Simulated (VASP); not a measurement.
Calculation: PBE GGA, VASP's PBE PAW potentials (set 64) (plane waves; VASP).

A VASP calculation is set up with these files.

**POSCAR**
```
NiAl
1.0
  2.9656080000   0.0000000000   0.0000000000
  0.0000000000   2.9478510000   0.0000000000
  0.0000000000   0.0000000000   2.9100140000
Al Ni
1 1
Cart
  1.4828040000   1.4739255000   1.4550070000
  0.0280991358   0.0000000000   0.0000000000
```

**INCAR**
```
# general
SYSTEM =NiAl
PREC   =Accurate
ENCUT  =800
LREAL  =.FALSE.
LASPH  =.TRUE.   # aspherical one-centre terms

# electronic loop
EDIFF  =1E-6   # SCF stop (eV)
NELM   =100
ALGO   =Normal   # blocked Davidson
LMAXMIX=4   # l cut-off of mixed one-centre charges

# smearing
ISMEAR =1
SIGMA  =0.1

# functional
GGA    =PE   # PBE

# ions
ISIF   =2   # forces and stress, cell fixed

# output
LWAVE  =.FALSE.
LCHARG =.FALSE.
```

### KPOINTS
```
kpoints
0
Gamma
 11 11 11
```

POTCAR, in this order: Al_sv_GW Ni (PBE.64 set). Program: vasp_std.

The resulting files:

OUTCAR:
```
 ion  position               nearest neighbor table
   1  0.500  0.500  0.500-   2 2.53   2 2.53   2 2.53   2 2.53   2 2.56   2 2.56   2 2.56   2 2.56
  LATTYP: Found a simple orthorhombic cell.
 ALAT       =     2.9100140000
 B/A-ratio  =     1.0130023429
 C/A-ratio  =     1.0191043754
 Subroutine PRICEL returns:
 Original cell was already a primitive cell.
 Subroutine GETGRP returns: Found  4 space group operations
The static configuration has the point symmetry C_2v.
The dynamic configuration has the point symmetry C_2v.
 Subroutine INISYM returns: Found  4 space group operations
 Subroutine IBZKPT returns following result:
 Found    216 irreducible k-points:

 Following reciprocal coordinates:
            Coordinates               Weight
  0.000000  0.000000  0.000000      1.000000
  0.090909  0.000000  0.000000      2.000000
  0.181818  0.000000  0.000000      2.000000
  0.272727  0.000000  0.000000      2.000000
  0.363636  0.000000  0.000000      2.000000
  0.454545  0.000000  0.000000      2.000000
  0.000000  0.090909  0.000000      2.000000
  0.090909  0.090909  0.000000      4.000000
...
```

### OSZICAR
```
       N       E                     dE             d eps       ncg     rms          rms(c)
DAV:   1     0.165839804224E+03    0.16584E+03   -0.13913E+04  7042   0.148E+04
DAV:   2     0.863532468303E+01   -0.15720E+03   -0.15337E+03  7152   0.150E+03
DAV:   3    -0.640486094675E+01   -0.15040E+02   -0.14845E+02  7330   0.194E+02
DAV:   4    -0.110518293056E+02   -0.46470E+01   -0.46439E+01 11586   0.506E+01
DAV:   5    -0.116568426124E+02   -0.60501E+00   -0.60499E+00  7044   0.273E+01    0.172E+01
DAV:   6    -0.137735581442E+02   -0.21167E+01   -0.32371E+01  6482   0.115E+02    0.161E+01
DAV:   7    -0.104849325712E+02    0.32886E+01   -0.11414E+01  6472   0.731E+01    0.170E+00
DAV:   8    -0.105358259544E+02   -0.50893E-01   -0.83741E-01 11090   0.115E+01    0.366E+00
DAV:   9    -0.105341629935E+02    0.16630E-02   -0.36314E-02  9370   0.335E+00    0.291E+00
DAV:  10    -0.105303322670E+02    0.38307E-02   -0.15898E-02 11268   0.864E+00    0.365E-01
DAV:  11    -0.105298757022E+02    0.45656E-03   -0.10056E-03  9494   0.726E-01    0.394E-01
DAV:  12    -0.105298425395E+02    0.33163E-04   -0.32620E-04  8824   0.136E+00    0.361E-02
DAV:  13    -0.105298450428E+02   -0.25033E-05   -0.22377E-05 10392   0.116E-01    0.407E-02
DAV:  14    -0.105298393368E+02    0.57060E-05   -0.38277E-06  6418   0.146E-01    0.363E-03
DAV:  15    -0.105298398467E+02   -0.50992E-06   -0.38174E-07  5010   0.237E-02
   1 F= -.10529840E+02 E0= -.10529704E+02  d E =-.409008E-03
```

OUTCAR:
```
------------------------ aborting loop because EDIFF is reached ----------------------------------------
  FORCE on cell =-STRESS in cart. coord.  units (eV):
  Direction    XX          YY          ZZ          XY          YZ          ZX
  --------------------------------------------------------------------------------------
  Total       -1.1914720     -1.1443032     -1.0213153      0.0000000      0.0000000      0.0000000
  in kB      -75.0377955    -72.0671521    -64.3214833      0.0000000      0.0000000      0.0000000
  external PRESSURE =     -70.4754770 kB  Pullay stress =       0.0000000 kB
  volume of cell :       25.44
      direct lattice vectors                 reciprocal lattice vectors
     2.965608000  0.000000000  0.000000000     0.337198982  0.000000000  0.000000000
     0.000000000  2.947851000  0.000000000     0.000000000  0.339230171  0.000000000
     0.000000000  0.000000000  2.910014000     0.000000000  0.000000000  0.343640958
 POSITION                                       TOTAL-FORCE (eV/Angst)
 -----------------------------------------------------------------------------------
      1.48280      1.47393      1.45501         0.129721      0.000000      0.000000
      0.02810      0.00000      0.00000        -0.129721      0.000000      0.000000
 -----------------------------------------------------------------------------------
    total drift:                               -0.000325      0.000000     -0.000001
  FREE ENERGIE OF THE ION-ELECTRON SYSTEM (eV)
  ---------------------------------------------------
  free  energy   TOTEN  =       -10.5298398467 eV

  energy  without entropy=      -10.5294308391  energy(sigma->0) =      -10.52970351
```
(Selected blocks of OUTCAR.)

The compound is NiAl in the CsCl type structure. The cell was not relaxed at this level, atoms are displaced from their ideal sites. The run is one of a series of settings (ENCUT = 800, POTCAR Al_sv_GW Ni (PBE.64 set) against the base run), some of them coarse on purpose. The run is not spin-polarised, so no magnetic state was tried. The electron count is odd and the run is not spin-polarised, which forces a metal.
